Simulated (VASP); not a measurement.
# ZrIr2: accuracy against cost in the k-mesh and number of MPI ranks, part 2 of 3

How sensitive are energy and pressure of ZrIr2 to the k-mesh and number of MPI ranks? The series runs use r2SCAN. The start is a cell from a database of measured crystal structures.

VASP 6.6.1; r2SCAN; plane waves and PAW (Zr_sv, Ir).

So far. Step 5 (K-mesh: 5 5 5): Against the run before the energy moves by -13.06 meV an atom and the pressure by -0.13 GPa, after 15 cycles in 31 s.

## Step 6: K-mesh: 6 6 6

INCAR reads:

```
SYSTEM = ZrIr2
PREC = Accurate
ENCUT = 400
EDIFF = 1E-06
NELM = 100
ISMEAR = -1
SIGMA = 0.05
LREAL = .FALSE.
ALGO = Normal
METAGGA = R2SCAN
LASPH = .TRUE.
NBANDS = 37
LORBIT = 11
LWAVE = .FALSE.
LCHARG = .FALSE.
KPAR = 8
ISIF = 2
```

POSCAR reads:

```
ZrIr2
1.0
    0.0000000000      3.6795000000      3.6795000000
    3.6795000000      0.0000000000      3.6795000000
    3.6795000000      3.6795000000      0.0000000000
Zr Ir
2 4
Direct
    0.0000000000      0.0000000000      0.0000000000
    0.2500000000      0.2500000000      0.2500000000
    0.6250000000      0.6250000000      0.6250000000
    0.1250000000      0.6250000000      0.6250000000
    0.6250000000      0.6250000000      0.1250000000
    0.6250000000      0.1250000000      0.6250000000
```

KPOINTS reads:

```
Automatic mesh
0
Gamma
6 6 6
0 0 0
```

Potentials, in the order of the species: Zr_sv and Ir (PBE family, release 64).

Started as:

```bash
> mpirun -np 8 vasp_std
```

What it wrote:

```text
[... set-up lines as in an earlier step ...]
 entering main loop
       N       E                     dE             d eps       ncg     rms          rms(c)
DAV:   1     0.414478747120E+03    0.41448E+03   -0.25613E+04  1184   0.139E+03
DAV:   2    -0.226589341801E+03   -0.64107E+03   -0.62287E+03  1189   0.482E+02
DAV:   3    -0.277423406343E+03   -0.50834E+02   -0.48404E+02  1851   0.124E+02
DAV:   4    -0.282331554121E+03   -0.49081E+01   -0.48545E+01  1979   0.300E+01
[...]
DAV:  13    -0.259549890312E+03   -0.48113E-04   -0.73526E-05  1368   0.525E-02    0.133E-02
DAV:  14    -0.259549882278E+03    0.80340E-05   -0.15482E-05  1770   0.265E-02    0.313E-03
DAV:  15    -0.259549881693E+03    0.58493E-06   -0.75871E-07   832   0.589E-03
   1 F= -.25954988E+03 E0= -.25952891E+03  d E =-.419433E-01
```

Run time: 35 s. Hardware: 8 MPI ranks of Intel Xeon 6975P-C (Granite Rapids), shared host; peak memory 1.8 GiB.

From OUTCAR (step 6):

```text
  Total        2.3821361      2.3821361      2.3821361      0.0000000     -0.0000000      0.0000000
  in kB       38.3072283     38.3072283     38.3072283      0.0000000     -0.0000000      0.0000000
  external PRESSURE =      38.3072283 kB  Pullay stress =       0.0000000 kB

 POSITION                                       TOTAL-FORCE (eV/Angst)
 -----------------------------------------------------------------------------------
      0.00000      0.00000      0.00000        -0.000000     -0.000000     -0.000000
      1.83975      1.83975      1.83975         0.000000      0.000000      0.000000
      4.59938      4.59938      4.59938         0.000000     -0.000000     -0.000000
      4.59938      2.75963      2.75963         0.000000     -0.000000     -0.000000
      2.75963      2.75963      4.59938         0.000000     -0.000000     -0.000000
      2.75963      4.59938      2.75963         0.000000     -0.000000     -0.000000
 -----------------------------------------------------------------------------------
    total drift:                                0.000000      0.000000      0.000000

  FREE ENERGIE OF THE ION-ELECTRON SYSTEM (eV)
  ---------------------------------------------------
  free  energy   TOTEN  =      -259.5498816932 eV

  energy  without entropy=     -259.5079383595  energy(sigma->0) =     -259.52891003

[... 1 part as in an earlier step ...]

[... 2 further parts left out ...]
[key lines of the parts left out:]
E-fermi :  10.1241
```

Against the run before the energy moves by +6.84 meV an atom and the pressure by +0.08 GPa, after 15 cycles in 35 s.

## Step 7: K-mesh: 8 8 8

INCAR is that of step 6.

POSCAR is that of step 6.

KPOINTS reads:

```
Automatic mesh
0
Gamma
8 8 8
0 0 0
```

Started as:

```bash
> mpirun -np 8 vasp_std
```

What it wrote:

```text
[... set-up lines as in an earlier step ...]
 entering main loop
       N       E                     dE             d eps       ncg     rms          rms(c)
DAV:   1     0.405813387827E+03    0.40581E+03   -0.25315E+04  2146   0.139E+03
DAV:   2    -0.225576302858E+03   -0.63139E+03   -0.61313E+03  2159   0.479E+02
DAV:   3    -0.277800960979E+03   -0.52225E+02   -0.49755E+02  3443   0.124E+02
DAV:   4    -0.282311521887E+03   -0.45106E+01   -0.44622E+01  3492   0.290E+01
[...]
DAV:  14    -0.259538854812E+03    0.11613E-05   -0.17155E-05  3255   0.223E-02    0.804E-03
DAV:  15    -0.259538853727E+03    0.10854E-05   -0.24411E-06  1988   0.854E-03    0.171E-03
DAV:  16    -0.259538853509E+03    0.21820E-06   -0.26148E-07  1438   0.394E-03
   1 F= -.25953885E+03 E0= -.25951376E+03  d E =-.501860E-01
```

Elapsed: 57 s, on 8 MPI ranks; peak memory 2 GiB.

Parts of OUTCAR (step 7):

```text
  Total        2.4114330      2.4114330      2.4114330      0.0000000      0.0000000      0.0000000
  in kB       38.7783534     38.7783534     38.7783534      0.0000000      0.0000000      0.0000000
  external PRESSURE =      38.7783534 kB  Pullay stress =       0.0000000 kB

 POSITION                                       TOTAL-FORCE (eV/Angst)
 -----------------------------------------------------------------------------------
      0.00000      0.00000      0.00000         0.000000      0.000000      0.000000
      1.83975      1.83975      1.83975        -0.000000     -0.000000     -0.000000
      4.59938      4.59938      4.59938         0.000000      0.000000      0.000000
      4.59938      2.75963      2.75963         0.000000      0.000000      0.000000
      2.75963      2.75963      4.59938         0.000000      0.000000      0.000000
      2.75963      4.59938      2.75963         0.000000      0.000000      0.000000
 -----------------------------------------------------------------------------------
    total drift:                                0.000000      0.000000      0.000000

  FREE ENERGIE OF THE ION-ELECTRON SYSTEM (eV)
  ---------------------------------------------------
  free  energy   TOTEN  =      -259.5388535088 eV

  energy  without entropy=     -259.4886675442  energy(sigma->0) =     -259.51376053

[... 1 part as in an earlier step ...]

[... 2 further parts left out ...]
[key lines of the parts left out:]
E-fermi :  10.1239
```

Against the run before the energy moves by +2.52 meV an atom and the pressure by +0.05 GPa, after 16 cycles in 57 s.

## Step 8: K-mesh: 10 10 10

INCAR is that of step 7.

POSCAR is that of step 7.

KPOINTS reads:

```
Automatic mesh
0
Gamma
10 10 10
0 0 0
```

Started as:

```bash
> mpirun -np 8 vasp_std
```

What it wrote:

```text
[... set-up lines as in an earlier step ...]
 entering main loop
       N       E                     dE             d eps       ncg     rms          rms(c)
DAV:   1     0.402057564829E+03    0.40206E+03   -0.25301E+04  3478   0.138E+03
DAV:   2    -0.227649946883E+03   -0.62971E+03   -0.61205E+03  3507   0.478E+02
DAV:   3    -0.278259849765E+03   -0.50610E+02   -0.48335E+02  5687   0.121E+02
DAV:   4    -0.282316432071E+03   -0.40566E+01   -0.40152E+01  5571   0.285E+01
[...]
DAV:  13    -0.259546307369E+03   -0.39559E-04   -0.13804E-04  4101   0.711E-02    0.971E-03
DAV:  14    -0.259546303094E+03    0.42742E-05   -0.11352E-05  5490   0.203E-02    0.671E-03
DAV:  15    -0.259546302196E+03    0.89876E-06   -0.21120E-06  3005   0.799E-03
   1 F= -.25954630E+03 E0= -.25952405E+03  d E =-.445073E-01
```

Wall time 77 s (8 MPI ranks); peak memory 2.1 GiB.

Parts of OUTCAR (step 8):

```text
  Total        2.4222901      2.4222901      2.4222901     -0.0000000      0.0000000      0.0000000
  in kB       38.9529475     38.9529475     38.9529475     -0.0000000      0.0000000      0.0000000
  external PRESSURE =      38.9529475 kB  Pullay stress =       0.0000000 kB

  FREE ENERGIE OF THE ION-ELECTRON SYSTEM (eV)
  ---------------------------------------------------
  free  energy   TOTEN  =      -259.5463021956 eV

  energy  without entropy=     -259.5017949405  energy(sigma->0) =     -259.52404857

[... 2 parts as in an earlier step ...]

[... 2 further parts left out ...]
[key lines of the parts left out:]
E-fermi :  10.1290
```

Against the run before the energy moves by -1.71 meV an atom and the pressure by +0.02 GPa, after 15 cycles in 77 s.

## Step 9: The k-mesh series as a table

This step: convergence of r2SCAN results with the mesh; plane waves and PAW (VASP 6.6.1).

No new run; the numbers come from the runs before.

Differences are taken from the run with 10 10 10. Results of the series, by row:

```
 setting     status  energy less the reference (meV/atom)  pressure (GPa)  SCF cycles  wall time (s)
   2 2 2  converged                                 55.94           5.726          16           16.4
   3 3 3  converged                                 9.199           4.137          15           14.6
   4 4 4  converged                                 5.408           3.883          15           27.1
   5 5 5  converged                                -7.652           3.749          15           31.1
   6 6 6  converged                               -0.8102           3.831          15           35.1
   8 8 8  converged                                 1.715           3.878          16             57
10 10 10  converged                                     0           3.895          15           77.1
```

## Step 10: Number of MPI ranks: 1 ranks

This step: r2SCAN; plane waves and PAW (Zr_sv, Ir) (VASP 6.6.1).

The same run on more MPI ranks shows how well it scales.

INCAR, as its differences from that of step 8:

```diff
@@ -15,3 +15,2 @@
 LCHARG = .FALSE.
-KPAR = 8
 ISIF = 2
```

POSCAR is that of step 8.

KPOINTS reads:

```
Automatic mesh
0
Gamma
5 5 5
0 0 0
```

Started as:

```bash
> mpirun -np 1 vasp_std
```

What it wrote:

```text
[banner, memory and clock lines left out]
running    1 mpi-ranks, on    1 nodes
 distrk:  each k-point on    1 cores,    1 groups
 distr:  one band on    1 cores,    1 groups

 POSCAR found type information on POSCAR ZrIr
 POSCAR found :  2 types and       6 ions
 [... a notice as in an earlier step ...]

 LDA part: xc-table for (None), standard interpolation
 POSCAR, INCAR and KPOINTS ok, starting setup
 FFT: planning ... GRIDC
 FFT: planning ... GRID_SOFT
 FFT: planning ... GRID
 WAVECAR not read
 entering main loop
       N       E                     dE             d eps       ncg     rms          rms(c)
[... 7 cycles as in an earlier step ...]
DAV:   8    -0.259567531378E+03    0.52477E+00   -0.24437E+00  1218   0.102E+01    0.231E+00
DAV:   9    -0.259581898372E+03   -0.14367E-01   -0.13480E-01   982   0.221E+00    0.879E-01
[... 1 cycle as in an earlier step ...]
DAV:  11    -0.259585313454E+03    0.46935E-03   -0.83972E-03  1160   0.533E-01    0.729E-02
DAV:  12    -0.259585394148E+03   -0.80694E-04   -0.76398E-04  1091   0.162E-01    0.380E-02
DAV:  13    -0.259585404300E+03   -0.10152E-04   -0.12738E-04   992   0.631E-02    0.940E-03
DAV:  14    -0.259585400534E+03    0.37661E-05   -0.92156E-06  1078   0.184E-02    0.352E-03
DAV:  15    -0.259585400947E+03   -0.41329E-06   -0.57467E-07   528   0.532E-03
   1 F= -.25958540E+03 E0= -.25956996E+03  d E =-.308750E-01
```

Wall time 74 s (1 MPI rank); peak memory 0.21 GiB.

Parts of OUTCAR (step 10):

```text
   NELECT =      60.0000    total number of electrons

 E-fermi :  10.1659

 k-point     1 :       0.0000    0.0000    0.0000
  band No.  band energies     occupation
    ...
     27       9.0977      2.00000
     28       9.0977      2.00000
     29       9.1254      2.00000
     30       9.1254      2.00000
     31       9.1254      2.00000
     32      11.1533      0.00000
     33      11.8445      0.00000
     34      11.8445      0.00000
     35      11.8445      0.00000
     36      12.5114      0.00000
    ...

  Total        2.3314283      2.3314283      2.3314283     -0.0000000     -0.0000000      0.0000000
  in kB       37.4917954     37.4917954     37.4917954     -0.0000000     -0.0000000      0.0000000
  external PRESSURE =      37.4917954 kB  Pullay stress =       0.0000000 kB

 POSITION                                       TOTAL-FORCE (eV/Angst)
 -----------------------------------------------------------------------------------
      0.00000      0.00000      0.00000        -0.000000     -0.000000     -0.000000
      1.83975      1.83975      1.83975         0.000000      0.000000      0.000000
      4.59938      4.59938      4.59938        -0.000000      0.000000      0.000000
      4.59938      2.75963      2.75963        -0.000000      0.000000      0.000000
      2.75963      2.75963      4.59938        -0.000000      0.000000      0.000000
      2.75963      4.59938      2.75963        -0.000000      0.000000      0.000000
 -----------------------------------------------------------------------------------
    total drift:                                0.000000      0.000000      0.000000

  FREE ENERGIE OF THE ION-ELECTRON SYSTEM (eV)
  ---------------------------------------------------
  free  energy   TOTEN  =      -259.5854009468 eV

  energy  without entropy=     -259.5545259514  energy(sigma->0) =     -259.56996345

[... 8 parts as in an earlier step ...]

[... 9 further parts left out ...]
```

The k-mesh is coarse for a metal.

This step gave:

```
irreducible k points    : 10
free energy (TOTEN)     : -259.5854 eV
energy at zero smearing : -259.5700 eV
Fermi energy            : 10.17 eV
pressure                : 3.749 GPa
```

The series starts at -43.2617 eV an atom and 3.75 GPa, after 15 cycles in 74 s.

## Step 11: Number of MPI ranks: 2 ranks

INCAR, as its differences from that of step 10:

```diff
@@ -15,2 +15,3 @@
 LCHARG = .FALSE.
+KPAR = 2
 ISIF = 2
```

POSCAR is that of step 10.

KPOINTS is that of step 10.

Started as:

```bash
> mpirun -np 2 vasp_std
```

What it wrote:

```text
[banner, memory and clock lines left out]
running    2 mpi-ranks, on    1 nodes
[...]
[... a notice as in an earlier step ...]

 LDA part: xc-table for (None), standard interpolation
 POSCAR, INCAR and KPOINTS ok, starting setup
[...]
entering main loop
       N       E                     dE             d eps       ncg     rms          rms(c)
[... 7 cycles as in an earlier step ...]
DAV:   8    -0.259567531377E+03    0.52477E+00   -0.24437E+00  1218   0.102E+01    0.231E+00
[... 3 cycles as in an earlier step ...]
DAV:  12    -0.259585394147E+03   -0.80693E-04   -0.76398E-04  1091   0.162E-01    0.380E-02
DAV:  13    -0.259585404301E+03   -0.10154E-04   -0.12738E-04   992   0.631E-02    0.940E-03
DAV:  14    -0.259585400533E+03    0.37677E-05   -0.92156E-06  1078   0.184E-02    0.352E-03
DAV:  15    -0.259585400947E+03   -0.41318E-06   -0.57467E-07   528   0.532E-03
   1 F= -.25958540E+03 E0= -.25956996E+03  d E =-.308750E-01
```

Elapsed: 44 s, on 2 MPI ranks; peak memory 0.41 GiB.

[end of part 2 of 3]

[Lines on the potential files, build, host, timing and source positions are cut from VASP's logs without a mark.]

[Logs are printed without paths, hosts, clocks, repeated set-up lines and the standing remarks that a program may print on its own settings, such as how far it seeks lower states.]

[Hosts, paths, dates, database ids (printed as entryN), source tags and the programs' standing remarks are cut or masked in the printed files.]

[A measured line is paired with the nearest computed mode of its activity, which favours agreement.]
